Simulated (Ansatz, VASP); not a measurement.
**Mo (Mo wire along [100], 2 atoms a period) in two plane-wave programs**

One calculation is typed for both programs; each brings its own data sets. How far apart do they land? The cell is taken from a series of runs on this material, whose earlier steps may have relaxed, scaled, displaced or heated it; both programs get it as it stands.

Main program and level: Ansatz 0.2.0; plane waves, with VASP 6.6.1 beside it; single point at PBE.

## Step 1: The structure

The cell holds 2 atoms: 2 Mo. Cell: a = 8.380 Å, b = 8.380 Å, c = 3.093 Å, α = 90.0°, β = 90.0°, γ = 90.0°. Vacuum lies along a and b. The structure's axis is c.

As a file:

```
Mo
1.0
     8.38000    0.00000    0.00000
     0.00000    8.38000    0.00000
     0.00000    0.00000    3.09302
Mo
2
Direct
  0.43294 0.43294 0.00000
  0.56706 0.56706 0.50000
```

## Step 2: VASP: single point, PBE

A single point gives forces, pressure and levels at one fixed geometry, so differences don't come from the geometry; what else differs is listed under the comparison.

Lines of VASP's logs that name or quote its potential files are left out, and so is its time.

File INCAR:

```
SYSTEM = Mo
PREC = Accurate
ENCUT = 400
EDIFF = 1E-06
NELM = 120
ISMEAR = -1
SIGMA = 0.05
LREAL = .FALSE.
ALGO = Normal
GGA = PE
NBANDS = 20
LASPH = .TRUE.
LORBIT = 11
LWAVE = .FALSE.
LCHARG = .FALSE.
ISIF = 2
GGA_COMPAT = .FALSE.
EFERMI = MIDGAP
```

File POSCAR:

```
Mo
1.0
    8.3800000000      0.0000000000      0.0000000000
    0.0000000000      8.3800000000      0.0000000000
    0.0000000000      0.0000000000      3.0930234143
Mo
2
Direct
    0.4329412270      0.4329412270      0.0000000000
    0.5670587730      0.5670587730      0.5000000000
```

File KPOINTS:

```
Automatic mesh
0
Gamma
1 1 26
0 0 0
```

PAW data sets: Mo_sv (PBE family, release 64).

Launch:

```sh
mpirun -np 1 vasp_std
```

Numbers of over 12 decimals in the logs are rounded to 6 here.

The program printed:

```text
[banner, memory and clock lines left out]
running    1 mpi-ranks, on    1 nodes
 distrk:  each k-point on    1 cores,    1 groups
 distr:  one band on    1 cores,    1 groups

 POSCAR found type information on POSCAR Mo
 POSCAR found :  1 types and       2 ions
 LDA part: xc-table for (Slater+PW92), standard interpolation
 POSCAR, INCAR and KPOINTS ok, starting setup
 FFT: planning ... GRIDC
 FFT: planning ... GRID_SOFT
 FFT: planning ... GRID
 WAVECAR not read
 entering main loop
       N       E                     dE             d eps       ncg     rms          rms(c)
DAV:   1     0.164682404000E+03    0.16468E+03   -0.15079E+04   792   0.896E+02
DAV:   2    -0.875797981933E+01   -0.17344E+03   -0.16817E+03   764   0.253E+02
DAV:   3    -0.178230101923E+02   -0.90650E+01   -0.87978E+01   704   0.472E+01
DAV:   4    -0.180352838449E+02   -0.21227E+00   -0.20988E+00   736   0.596E+00
DAV:   5    -0.180387579220E+02   -0.34741E-02   -0.34722E-02   696   0.664E-01    0.170E+01
DAV:   6    -0.161962651120E+02    0.18425E+01   -0.32274E+00   612   0.131E+01    0.807E+00
DAV:   7    -0.158645514414E+02    0.33171E+00   -0.15790E+00   752   0.747E+00    0.111E+00
DAV:   8    -0.158562805544E+02    0.82709E-02   -0.13532E-01   608   0.356E+00    0.358E-01
DAV:   9    -0.158531701944E+02    0.31104E-02   -0.99317E-03   628   0.832E-01    0.225E-01
DAV:  10    -0.158538616744E+02   -0.69148E-03   -0.61377E-03   744   0.315E-01    0.757E-02
DAV:  11    -0.158556306070E+02   -0.17689E-02   -0.17638E-03   632   0.299E-01    0.827E-02
DAV:  12    -0.158562660517E+02   -0.63544E-03   -0.31805E-04   628   0.121E-01    0.298E-02
DAV:  13    -0.158568837565E+02   -0.61770E-03   -0.56201E-04   664   0.101E-01    0.124E-02
DAV:  14    -0.158570179269E+02   -0.13417E-03   -0.88129E-05   592   0.460E-02    0.741E-03
DAV:  15    -0.158570365768E+02   -0.18650E-04   -0.12453E-05   564   0.157E-02    0.268E-03
DAV:  16    -0.158570373616E+02   -0.78474E-06   -0.19657E-06   480   0.858E-03
   1 F= -.15857037E+02 E0= -.15853139E+02  d E =-.779760E-02
```

From OUTCAR (step 2):

```text
ion  position               nearest neighbor table
   1  0.433  0.433  0.000-   2 2.22   2 2.22
   2  0.567  0.567  0.500-   1 2.22   1 2.22

  LATTYP: Found a simple tetragonal cell.
 ALAT       =     8.3800000000
 C/A-ratio  =     0.3690958728

 Subroutine GETGRP returns: Found  8 space group operations
 (whereof  4 operations were pure point group operations)

The static configuration has the point symmetry C_2v.
 The point group associated with its full space group is D_2h.

 Found     14 irreducible k-points:

   k-points           NKPTS =     14   k-points in BZ     NKDIM =     14   number of bands    NBANDS=     20

   dimension x,y,z NGX =    56 NGY =   56 NGZ =   20
   dimension x,y,z NGXF=   112 NGYF=  112 NGZF=   40

   ENCUT  =  400.0 eV  29.40 Ry    5.42 a.u.  13.67 13.67  5.04*2*pi/ulx,y,z

   NELECT =      28.0000    total number of electrons

 k-points in reciprocal lattice and weights: Automatic mesh
   0.00000000  0.00000000  0.00000000       0.038
   0.00000000  0.00000000  0.03846154       0.077
   0.00000000  0.00000000  0.07692308       0.077
   0.00000000  0.00000000  0.11538462       0.077
   0.00000000  0.00000000  0.15384615       0.077
   0.00000000  0.00000000  0.19230769       0.077
   0.00000000  0.00000000  0.23076923       0.077
   0.00000000  0.00000000  0.26923077       0.077
   0.00000000  0.00000000  0.30769231       0.077
[...]
0.00000000  0.00000000  0.46153846       0.077
   0.00000000  0.00000000  0.50000000       0.038

 average (electrostatic) potential at core
       1 -82.4356       2 -82.4356

 E-fermi :  -0.9416

 k-point     1 :       0.0000    0.0000    0.0000
  band No.  band energies     occupation
    ...
     10      -4.2388      2.00000
     11      -3.5553      2.00000
     12      -3.0070      2.00000
     13      -2.9954      2.00000
     14      -1.7177      2.00000
     15      -0.8277      0.18603
     16      -0.8141      0.14491
     17       0.2725      0.00000
     18       0.2877      0.00000
     19       0.4177      0.00000
    ...

 k-point     2 :       0.0000    0.0000    0.0385
  band No.  band energies     occupation
    ...
     10      -4.1989      2.00000
     11      -3.5679      2.00000
     12      -3.0039      2.00000
     13      -2.9927      2.00000
     14      -1.8307      2.00000
     15      -0.7836      0.08136
     16      -0.7003      0.01590
     17       0.2487      0.00000
     18       0.2950      0.00000
     19       0.4378      0.00000
    ...

 k-point     3 :       0.0000    0.0000    0.0769
  band No.  band energies     occupation
    ...
     10      -4.0803      2.00000
     11      -3.6006      2.00000
     12      -3.0299      2.00000
     13      -2.9502      2.00000
     14      -2.0753      2.00000
     15      -0.6582      0.00689
     16      -0.4529      0.00011
     17       0.1886      0.00000
     18       0.3180      0.00000
     19       0.4974      0.00000
    ...

  Total       -0.2467350     -0.2467350      0.2704940      0.2735529      0.0000000      0.0000000
  in kB       -1.8199948     -1.8199948      1.9952485      2.0178115      0.0000000      0.0000000
  external PRESSURE =      -0.5482470 kB  Pullay stress =       0.0000000 kB

  energy-cutoff  :      400.00
  volume of cell :      217.21
      direct lattice vectors                 reciprocal lattice vectors
     8.380000000  0.000000000  0.000000000     0.119331742  0.000000000  0.000000000
     0.000000000  8.380000000  0.000000000     0.000000000  0.119331742  0.000000000
     0.000000000  0.000000000  3.093023414     0.000000000  0.000000000  0.323308254

 POSITION                                       TOTAL-FORCE (eV/Angst)
 -----------------------------------------------------------------------------------
      3.62805      3.62805      0.00000        -0.235501     -0.235501      0.000000
      4.75195      4.75195      1.54651         0.235501      0.235501      0.000000
 -----------------------------------------------------------------------------------
    total drift:                                0.000000     -0.000000      0.000000

  FREE ENERGIE OF THE ION-ELECTRON SYSTEM (eV)
  ---------------------------------------------------
  free  energy   TOTEN  =       -15.8570373616 eV

  energy  without entropy=      -15.8492397574  energy(sigma->0) =      -15.85313856

 total charge
# of ion       s       p       d       tot
------------------------------------------
    1        2.394   6.055   4.357  12.805
    2        2.394   6.055   4.357  12.805
--------------------------------------------------
tot          4.787  12.109   8.714  25.611

[... 3 further parts left out ...]
```

## Step 3: Ansatz: single point, PBE

Ansatz runs on its default PAW (the set named soft_2) files.

The same cell, functional, mesh and smearing now go to Ansatz.

File input.yaml:

```yaml
crystal:
  lattice:
    - [8.38, 0.0, 0.0]
    - [0.0, 8.38, 0.0]
    - [0.0, 0.0, 3.0930234143]
  atoms:
    - { symbol: Mo, position: [0.432941227, 0.432941227, 0.0] }
    - { symbol: Mo, position: [0.567058773, 0.567058773, 0.5] }
kpoints:
  mp_grid: { grid: [1, 1, 26] }
scf:
  occupations: { method: fermi_dirac, width: 0.05 }
hamiltonian:
  xc: pbe
output:
  transmission:
    e_range: [-1.26, 1.26]
    de: 0.035
    kmesh: [1, 1]
    reduced_basis: true
    leads: [[0, 0]]
basis:
  ecutwfc: "350 eV"
```

Launch:

```sh
ansatz run input.yaml --threads 4 --pin off --max-ram 16384MiB --backend cpu --events-out ev --progress --plain --runs-dir out
```

The program printed:

```text
Warning: basis.ecutwfc = 350 eV is below the records' recommended 420 eV, and the density's cutoff is lower with it unless basis.ecutrho_ratio is high enough to keep the records' density cutoff: compare with a run at a higher cutoff
Engine: ansatz 0.2.0, aarch64-unknown-linux-gnu
Pseudopotentials: kind: paw
Pseudopotential: Mo, paw, valence charge 14, recommended cutoff 420 eV (normal), Mo.paw.azcp
Functional definition: PBE
  parameter kappa = 0.804
  parameter beta = 0.066725
  exchange = pbe_x(kappa = kappa, mu = beta*pi^2/3)
  correlation = pbe_c(beta = beta)
Crystal: 2 atoms, lattice volume = 217.206 Å³
Basis set: ecut = 350 eV, 3221 PW (Γ)
Bands: 18, of which v1, the nominal top of the filled ones, is band 14 counted from 1 (13 counted from 0)
Symmetry: 8 space group operations
Space group: Cmcm (ITA 63), of the structure as read, at distance tolerance 6.0e-5 Å
k-points: 14 of 26
Non-local potential: Mo, projectors of the file, l = 0: 3, l = 1: 2, l = 2: 2, l = 3: 1
PAW form: soft (Blöchl's): semilocal exchange-correlation on the pseudo side does not see the compensation charge
PAW one-centre angular grid: Mo, 590 points (default); XC on 64 Gauss nodes
Initial density: superposition of atomic densities (neutral atoms: chi_scale 0, normalization atom), corrected by the library's trained network
Initial wavefunctions: pseudopotential atomic-orbital guess
Functional: x = pbe(κ = 0.804, μ = 0.219515), c = pbe(β = 0.066725)
SCF iter   1: F=—  HF=-9906.051758 eV  |F-HF|=—  |Δ(HF+E_count)|=         —  Δρ=9.56e-3  dr2=1.34e-1  ethr=1.77e-3  ⟨swp⟩=5.8  Hψ=1203  notcnv=0
preconditioner: auto → Resta (q_TF=auto, 1.939 Å⁻¹)  ε∞=7.5  [insulator: Δε(μ)=0.290 eV  Ē_g=3.434 eV  σ=0.050 eV  W_gap=0.89  n_scr=20 (ndim 8)  ℏωp=8.7 eV  f_vac=0.627  D(μ)=0.37/eV (n_scr^D=0)  ε∞_Penn≈7.5  vacuum switching on, ρ_ref=8.6e-4 e/Å³]
SCF iter   2: F=—  HF=-9906.036831 eV  |F-HF|=—  |Δ(HF+E_count)|=   1.49e-2  Δρ=5.02e-3  dr2=3.34e-2  ethr=4.78e-4  ⟨swp⟩=2.0  Hψ=410  notcnv=0
SCF iter   3: F=—  HF=-9906.037531 eV  |F-HF|=—  |Δ(HF+E_count)|=   7.00e-4  Δρ=7.03e-4  dr2=1.26e-3  ethr=1.19e-4  ⟨swp⟩=2.0  Hψ=361  notcnv=0
SCF iter   4: F=—  HF=-9906.038107 eV  |F-HF|=—  |Δ(HF+E_count)|=   5.76e-4  Δρ=2.31e-4  dr2=1.78e-4  ethr=4.49e-6  ⟨swp⟩=2.0  Hψ=326  notcnv=0
SCF iter   5: F=—  HF=-9906.038462 eV  |F-HF|=—  |Δ(HF+E_count)|=   3.55e-4  Δρ=5.79e-5  dr2=2.22e-5  ethr=6.36e-7  ⟨swp⟩=2.0  Hψ=330  notcnv=0
SCF iter   6: F=—  HF=-9906.038522 eV  |F-HF|=—  |Δ(HF+E_count)|=   6.02e-5  Δρ=2.97e-5  dr2=3.73e-6  ethr=7.94e-8  ⟨swp⟩=2.0  Hψ=342  notcnv=0
SCF iter   7: F=—  HF=-9906.038524 eV  |F-HF|=—  |Δ(HF+E_count)|=   1.66e-6  Δρ=8.08e-6  dr2=4.25e-7  ethr=1.33e-8  ⟨swp⟩=2.3  Hψ=413  notcnv=0
SCF iter   8: F=-9906.038524 eV  HF=-9906.038524 eV  |F-HF|=5.51e-8  |Δ(HF+E_count)|=   2.41e-8  Δρ=2.70e-6  dr2=2.74e-8  ethr=3.57e-10  ⟨swp⟩=4.4  Hψ=760  notcnv=0
SCF 1 converged in 8 iterations: F = -9906.038524 eV  dr2 = 2.74e-8
  greatest PAW one-centre occupation: 0.999 electrons in one spin orbital (limit 2), on the Mo atom at site 1 (counted from 0), in its partial waves of l = 0
transmission: 4 of 24 steps passed
transmission: 8 of 24 steps passed
[...]
transmission: 24 of 24 steps passed
Second SCF, for the conductance: iteration 1, dr2 2.645e-4 eV
Second SCF, for the conductance: iteration 2, dr2 5.353e-5 eV
Second SCF, for the conductance: iteration 3, dr2 8.140e-6 eV
Second SCF, for the conductance: iteration 4, dr2 8.849e-7 eV
Second SCF, for the conductance: iteration 5, dr2 1.081e-7 eV
Second SCF, for the conductance: iteration 6, dr2 9.825e-9 eV
transmission: 4 of 24 steps passed
transmission: 8 of 24 steps passed
[...]
transmission: 24 of 24 steps passed
SCF converged after 8 iterations
Free energy (F): -9906.038524 eV
Harris-Foulkes:  -9906.038524 eV  (|F-HF|=5.51e-8)
Internal energy: -9906.030530 eV  (E = F + TS)
E sigma→0 (E₀):  -9906.034527 eV
Entropy (-TS):   -0.007994 eV (-3.997 meV/atom)
Fermi energy:    0.276910 eV
--- Per-component energies (eV) ---
  E_band       = -682.991273
  E_kinetic    = 884.187471
  E_local      = -7246.101988  (includes V_loc(G=0)·N_el)
  E_nonlocal   = 295.844961
  E_hartree    = 3063.338561
  E_xc         = -361.595126
  E_vxc        = -450.510543  (∫ρ·V_xc dr)
  E_paw        = -6406.165698  (= ΣΔE_a)
  E_vpaw       = -293.081179  (= ΣTr[D̂ρ^β])
  E_aug_tail   = 0.000189  (compensation charges beyond the density's cutoff)
  E_ewald      = -135.538900
  E_smearing   = -0.007994  (= −TS)
  E_closure    = -0.000000  (closes the sum)
  Σ components = -9906.038524   (vs F -9906.038524, Δ=0.00e0)
--- Band table (eV; the first three rows and the last of 14) ---
  k-point 0: bands = [... 10 lower, -2.3402, -1.7817, -1.7751, -0.4920, 0.3846, 0.4128, 1.4982, 1.5124]
  k-point 1: bands = [... 10 lower, -2.3526, -1.7835, -1.7674, -0.6045, 0.4285, 0.5262, 1.4741, 1.5197]
  k-point 2: bands = [... 10 lower, -2.3853, -1.8095, -1.7250, -0.8486, 0.5534, 0.7726, 1.4132, 1.5428]
  k-point 13: bands = [... 10 lower, -1.5652, -1.5652, 0.0184, 0.0184, 0.7455, 0.7455, 2.0557, 2.0557]
--- Transmission ---
  basis      : 509 plane waves across, 4 finite elements along
  points     : 1, standing for a mesh of 1 x 1
  filling    : by a second SCF (6 iterations) under fermi_dirac of width 0.025852 eV on a mesh of 1 x 1 x 53, whose Fermi level is 0.287960 eV
  energies   : 73 from -1.260000 to 1.260000 eV about the Fermi level, 0.035000 eV apart; the leads are filled to 0.000000 eV, and channels, transmission and decay are at 0.000000 eV
  crystal 0  : Mo2, at the sites [0, 0], period 3.0930 Å: whole cells are its period
    offset         : up to 0.0000 Å between an atom of the period and one for which it stands
    filled         : 0.5 meV over the level at which it is neutral
    channels       : 0.000000e0 a spin
    conductance    : 6.7504e12 S/m² at 300 K; may be off by some 0.4 % by where its bands' edges are placed, 0.4 % from the distance to neutral
    slowest decay  : 0.0679 /Å at (0.0000, 0.0000)
```

## Step 4: Differences

Known differences besides the potentials themselves: the cutoff is 350 eV in Ansatz and 400 eV in VASP; Ansatz's log warns that its cutoff lies below the recommended one. Total energies have different zeros and are not compared.

Compared:

```tsv
quantity	Ansatz	VASP	difference
gap on the k mesh (eV)	0.212	0.220	-0.008
```

A gap on the mesh is an upper bound, since the band edges may lie between its points.

## Step 5: What came out

```yaml
difference_in_gap_on_the_k_mesh_single_point_pbe: -0.0075 eV
```

In words: The difference in gap on the k mesh is -0.0075 eV (single point, PBE), within the 0.08 eV picked in this series as the mark of a large difference. How closely two codes agree says nothing of how well the functional describes the real material.

[Lines on the potential files, build, host, timing and source positions are cut from VASP's logs without a mark.]

[Logs are printed without paths, hosts, clocks, repeated set-up lines and the standing remarks that a program may print on its own settings, such as how far it seeks lower states.]

[Hosts, paths, dates, database ids (printed as entryN), source tags and the programs' standing remarks are cut or masked in the printed files.]
